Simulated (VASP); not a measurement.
Energy against volume of CdF2 (fluorite). These are SCAN meta-GGA, VASP's PBE PAW potentials (set 64) (plane waves; VASP) values and carry that method's errors. Settings: 520 eV cut-off, 7×7×7 Γ-centred mesh, Gaussian smearing of 0.050 eV, potentials Cd F.

```tsv
V (Å³/atom)	E (eV/atom)
12.658	-14.89732
13.049	-14.90330
13.441	-14.89996
13.832	-14.88987
```

Problem. Fit these four points and predict the energy of the run at 12.266 Å³/atom.

Solution. A cubic in V^(−2/3), the third-order Birch-Murnaghan form, passes through the four points with V0 = 13.09 Å³/atom and B0 = 123 GPa, and gives -14.8788 eV/atom there. The run gave -14.8811 eV/atom, -2.3 meV/atom from the fit; all five points give B0 = 117 GPa.

The compound is CdF2 in the fluorite structure. It was relaxed first.
